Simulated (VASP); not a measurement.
# Al4B3P (C2) in VASP: a series of runs, part 2 of 2

VASP 6.6.1. The steps go on from the part before.

## Step 3: Relaxation of cell and atoms, PBE

This run uses another cell than the first one, of 11.86 Å³/atom, 0.998 times its volume.

File INCAR:

```
PREC = Accurate ; ENCUT = 520
EDIFF = 1E-7 ; ISMEAR = 0
SIGMA = 0.1 ; LREAL = False
LASPH = True ; NELM = 120
ALGO = Normal ; ISIF = 3
LWAVE = False ; LCHARG = False
GGA = PE ; IBRION = 2
NSW = 60 ; EDIFFG = -0.005
POTIM = 0.3 ; KPAR = 8
```

File KPOINTS:

```
Automatic mesh
0
Gamma
  8 8 2
```

File POSCAR:

```
Al4B3P                                  
1.0
    2.6247483446     -1.5159157198     -0.0001679126
    2.6247483446      1.5159157198     -0.0001679126
   -0.0042301903      0.0000000000     23.8407778054
  Al              B               P             
     8     6     2
Direct
     0.3157881871149408    0.3476196819423114    0.8642313425409780
     0.9893562389823988    0.0151413260562834    0.2929736176543181
     0.9848586739437166    0.0106437610176015    0.7070263823456820
     0.9899963503876850    0.0118590264957073    0.4308152144969656
     0.9881409735042928    0.0100036496123149    0.5691847855030349
     0.6523803180576890    0.6842118128850591    0.1357686574590221
     0.6492836115857191    0.6831386572041593    0.9549091395713192
     0.3168613427958404    0.3507163884142808    0.0450908604286806
     0.3236250297492566    0.3465927124540094    0.3630350694698918
     0.6569833497138713    0.6799465924344764    0.3606359147874141
     0.6534072875459908    0.6763749702507431    0.6369649305301079
     0.3200534075655237    0.3430166502861289    0.6393640852125860
     0.6557410032988410    0.6776150147575418    0.4992938914743074
     0.3223849852424581    0.3442589967011588    0.5007061085256926
     0.6502567691653752    0.6781425386535965    0.7830891375155747
     0.3218574613464035    0.3497432308346248    0.2169108624844252
```

Potentials or basis: VASP PAW PBE potentials, release 64 (Al, B, P).

Launch:

```console
> cat potpaw_PBE.64/Al/POTCAR potpaw_PBE.64/B/POTCAR potpaw_PBE.64/P/POTCAR > POTCAR
> mpirun -np 8 vasp_std > vasp.out
```

OUTCAR:

```text
PREC = Accurate
   ENCUT = 520
   EDIFF = 1E-7
   ISMEAR = 0
   LREAL = False
   LASPH = True
   NELM = 120
   ISIF = 3
   GGA = PE
   IBRION = 2
   NSW = 60
   EDIFFG = -0.005
   POTIM = 0.3

 ion  position               nearest neighbor table
   1  0.316  0.348  0.864-  15 2.61  15 2.61  15 2.61   7 2.78   7 2.78   7 2.78
   2  0.989  0.015  0.293-  10 2.38  10 2.38  10 2.38   9 2.42   9 2.42   9 2.42  16 2.52  16 2.52
                            16 2.52   4 3.29
   3  0.985  0.011  0.707-  12 2.38  12 2.38  12 2.38  11 2.42  11 2.42  11 2.42  15 2.52  15 2.52
                            15 2.52   5 3.29
   4  0.990  0.012  0.431-   9 2.38   9 2.38   9 2.39  13 2.39  13 2.39  13 2.40  14 2.41  10 2.42
                            14 2.42  14 2.42  10 2.42  10 2.42   2 3.29   5 3.30
   5  0.988  0.010  0.569-  11 2.38  11 2.38  11 2.39  14 2.39  14 2.39  14 2.40  13 2.41  12 2.42
                            13 2.42  13 2.42  12 2.42  12 2.42   3 3.29   4 3.30
   6  0.652  0.684  0.136-  16 2.61  16 2.61  16 2.61   8 2.78   8 2.78   8 2.78
   7  0.649  0.683  0.955-   8 2.77   8 2.77   8 2.77   1 2.78   1 2.78   1 2.78
   8  0.317  0.351  0.045-   7 2.77   7 2.77   7 2.77   6 2.78   6 2.78   6 2.78
   9  0.324  0.347  0.363-  10 1.75  10 1.75  10 1.75   4 2.38   4 2.38   4 2.39   2 2.42   2 2.42
                             2 2.42
  10  0.657  0.680  0.361-   9 1.75   9 1.75   9 1.75   2 2.38   2 2.38   2 2.38   4 2.42   4 2.42
                             4 2.42
  11  0.653  0.676  0.637-  12 1.75  12 1.75  12 1.75   5 2.38   5 2.38   5 2.39   3 2.42   3 2.42
                             3 2.42
  12  0.320  0.343  0.639-  11 1.75  11 1.75  11 1.75   3 2.38   3 2.38   3 2.38   5 2.42   5 2.42
                             5 2.42
  13  0.656  0.678  0.499-  14 1.75  14 1.75  14 1.75   4 2.39   4 2.39   4 2.40   5 2.41   5 2.42
                             5 2.42
  14  0.322  0.344  0.501-  13 1.75  13 1.75  13 1.75   5 2.39   5 2.39   5 2.40   4 2.41   4 2.42
                             4 2.42
  15  0.650  0.678  0.783-   3 2.52   3 2.52   3 2.52   1 2.61   1 2.61   1 2.61
  16  0.322  0.350  0.217-   2 2.52   2 2.52   2 2.52   6 2.61   6 2.61   6 2.61

  LATTYP: Found a base centered monoclinic cell.
 ALAT       =     5.2494966999
 B/A-ratio  =     0.5775470703
 C/A-ratio  =     4.5415359878
 COS(beta)  =    -0.0002414079

  Lattice vectors:

 A1 = (   2.6247483446,  -1.5159157198,  -0.0001679126)
 A2 = (   2.6247483446,   1.5159157198,  -0.0001679126)
 A3 = (  -0.0042301903,   0.0000000000,  23.8407778054)

[... 207 lines left out ...]
------------------------ aborting loop because EDIFF is reached ----------------------------------------

  FORCE on cell =-STRESS in cart. coord.  units (eV):
  Direction    XX          YY          ZZ          XY          YZ          ZX
  --------------------------------------------------------------------------------------
  -------------------------------------------------------------------------------------
  Total       -0.0034852     -0.0169078      0.0316669      0.0000000      0.0000000      0.0033384
  in kB       -0.0294320     -0.1427860      0.2674255      0.0000000      0.0000000      0.0281929
  external PRESSURE =       0.0317358 kB  Pullay stress =       0.0000000 kB
[... 131 lines left out ...]
  FREE ENERGIE OF THE ION-ELECTRON SYSTEM (eV)
  ---------------------------------------------------
  free  energy   TOTEN  =       -80.5084194737 eV

  energy  without entropy=      -80.4878590278  energy(sigma->0) =      -80.49813925

[... ionic steps 4 to 11 ...]

--------------------------------------- Ionic step       12  -------------------------------------------

 number of electron      52.0000000 magnetization

------------------------ aborting loop because EDIFF is reached ----------------------------------------
[... 95 lines left out ...]
--------------------------------------- Ionic step       14  -------------------------------------------

 number of electron      52.0000000 magnetization

 Free energy of the ion-electron system (eV)
  ---------------------------------------------------
  ext. energy  EPLUGINS =         0.00000000
  ---------------------------------------------------
  free energy    TOTEN  =       -80.50851422 eV

  energy without entropy =      -80.48791781  energy(sigma->0) =      -80.49821601

 E-fermi :   8.9797     XC(G=0): -10.9956

 val. band max:        8.9491595702   @ k =   0.3750   0.1250   0.0000
 cond. band min:       9.0258969793   @ k =   0.3750   0.0000   0.5000
 fundamental gap:      0.0767374091
 Fermi energy:         8.9797047418

 k-point     1 :       0.0000    0.0000    0.0000
  band No.  band energies     occupation
      1      -6.3807      2.00000
      2      -5.9714      2.00000
      3      -5.4276      2.00000
      4      -4.9465      2.00000
      5      -4.6300      2.00000
      6      -1.6858      2.00000
[... 901 lines left out ...]
     34      12.5450      0.00000
     35      13.2364      0.00000

 [... further k-points ...]

------------------------ aborting loop because EDIFF is reached ----------------------------------------

  FORCE on cell =-STRESS in cart. coord.  units (eV):
  Direction    XX          YY          ZZ          XY          YZ          ZX
  --------------------------------------------------------------------------------------
  -------------------------------------------------------------------------------------
  Total       -0.0223619     -0.0073586     -0.0077137      0.0000000      0.0000000     -0.0006603
  in kB       -0.1888071     -0.0621311     -0.0651286      0.0000000      0.0000000     -0.0055754
  external PRESSURE =      -0.1053556 kB  Pullay stress =       0.0000000 kB
[... 31 lines left out ...]
  FREE ENERGIE OF THE ION-ELECTRON SYSTEM (eV)
  ---------------------------------------------------
  free  energy   TOTEN  =       -80.5085142213 eV

  energy  without entropy=      -80.4879178059  energy(sigma->0) =      -80.49821601

 reached required accuracy - stopping structural energy minimisation
```

CONTCAR:

```text
Al4B3P
   1.00000000000000
     2.6258003088487900   -1.5152938806138476    0.0001539818059937
     2.6258003088487900    1.5152938806138476    0.0001539818059937
    -0.0013072326577420    0.0000000000000000   23.8457699722720307
  Al              B               P
     8     6     2
Direct
     0.3171524459038033    0.3469991923316702    0.8641498183724535
     0.9886473131456358    0.0144056095388210    0.2929948360595801
     0.9855943904611790    0.0113526868543640    0.7070051639404201
     0.9892086281956572    0.0125436926937216    0.4308253503884842
     0.9874563073062784    0.0107913718043426    0.5691746496115158
     0.6530008076683299    0.6828475540961967    0.1358501816275464
[... 8 lines left out ...]
     0.6521785228944552    0.6789210661706329    0.7830021728874551
     0.3210789338293673    0.3478214771055448    0.2169978271125449

  0.00000000E+00  0.00000000E+00  0.00000000E+00
  0.00000000E+00  0.00000000E+00  0.00000000E+00
  0.00000000E+00  0.00000000E+00  0.00000000E+00
  0.00000000E+00  0.00000000E+00  0.00000000E+00
  0.00000000E+00  0.00000000E+00  0.00000000E+00
  0.00000000E+00  0.00000000E+00  0.00000000E+00
[... 8 lines left out ...]
  0.00000000E+00  0.00000000E+00  0.00000000E+00
  0.00000000E+00  0.00000000E+00  0.00000000E+00
```

Wall time 4.2 min (8 MPI ranks of AMD EPYC 9R45 (Zen 5), shared host); peak memory 0.48 GiB.

Results:

```
Free energy                            : -80.5085 eV
Relaxed volume                         : 11.86 Å³/atom
Relaxed cell                           : a = 3.032 Å, b = 3.032 Å, c = 23.846 Å, α = 90.00°, β = 90.00°, γ = 59.98°
Space group after relaxing (to 0.05 Å) : P-3m1 (No. 164)
Energy gained by relaxing              : 0.0 meV/atom
Ionic steps                            : 14
Pressure after relaxing                : 0.0 GPa
Largest force after relaxing           : 0.005 eV/Å
Band gap on the k mesh                 : none (metal or under the smearing width)
```

Forces in eV/Å, atoms in the order of the input:
```
Al   0.003 -0.001  0.001
Al  -0.001  0.000 -0.001
Al   0.001  0.000  0.001
Al  -0.001  0.001 -0.001
Al   0.001  0.001  0.001
Al  -0.003 -0.001 -0.001
Al   0.002 -0.002  0.004
Al  -0.002 -0.002 -0.004
B    0.000  0.000  0.002
B   -0.004  0.000  0.003
B    0.000  0.000 -0.002
B    0.004  0.000 -0.003
B   -0.001  0.002 -0.001
B    0.001  0.002  0.001
P   -0.002  0.000  0.001
P    0.002  0.000 -0.001
```

The path:
```tsv
step	energy change (eV)	largest force (eV/Å)	pressure (GPa)	volume (Å³)
1	0.0000	0.0086	0.00	189.72
2	0.0000	0.0078	0.00	189.72
3	0.0000	0.0061	0.00	189.73
4	0.0000	0.0053	0.00	189.74
5	-0.0001	0.0062	0.00	189.74
6	-0.0001	0.0069	0.00	189.75
7	-0.0001	0.0060	0.00	189.74
8	-0.0001	0.0125	0.00	189.73
9	-0.0001	0.0108	0.01	189.73
10	-0.0001	0.0056	0.00	189.73
11	-0.0001	0.0122	0.01	189.74
12	-0.0001	0.0055	0.00	189.74
13	-0.0001	0.0053	0.00	189.74
14	-0.0001	0.0050	-0.01	189.76
```

Final structure:
```
Al B P
1.0
     2.62580   -1.51529    0.00015
     2.62580    1.51529    0.00015
    -0.00131    0.00000   23.84577
Al B P
8 6 2
Direct
  0.31715 0.34700 0.86415
  0.98865 0.01441 0.29299
  0.98559 0.01135 0.70701
  0.98921 0.01254 0.43083
  0.98746 0.01079 0.56917
  0.65300 0.68285 0.13585
  0.65025 0.68182 0.95489
  0.31818 0.34975 0.04511
  0.32257 0.34708 0.36302
  0.65593 0.68043 0.36061
  0.65292 0.67743 0.63698
  0.31957 0.34407 0.63939
  0.65530 0.67806 0.49929
  0.32194 0.34470 0.50071
  0.65218 0.67892 0.78300
  0.32108 0.34782 0.21700
```

Levels at points of the mesh, in eV from the Fermi level:
| k point | band 23 | band 24 | band 25 | band 26 | band 27 | band 28 | band 29 | band 30 |
| --- | --- | --- | --- | --- | --- | --- | --- | --- |
| (0.00, 0.00, 0.00) | 2.12 | 2.39 | 2.39 | 2.40 | 2.40 | 3.49 | 3.50 | 3.84 |
| (0.50, 0.00, 0.00) | -2.91 | -1.97 | -1.71 | -1.32 | -0.45 | -0.21 | -0.21 | 0.41 |
| (0.50, 0.50, 0.00) | -2.90 | -1.99 | -1.72 | -1.32 | -0.44 | -0.20 | -0.20 | 0.42 |
| (0.00, 0.00, 0.50) | 2.39 | 2.39 | 2.40 | 2.40 | 3.49 | 3.50 | 3.77 | 3.84 |
| (0.50, 0.00, 0.50) | -2.85 | -2.15 | -1.76 | -0.94 | -0.66 | -0.21 | -0.21 | 0.10 |
| (0.50, 0.50, 0.50) | -2.85 | -2.15 | -1.76 | -0.96 | -0.67 | -0.20 | -0.20 | 0.11 |
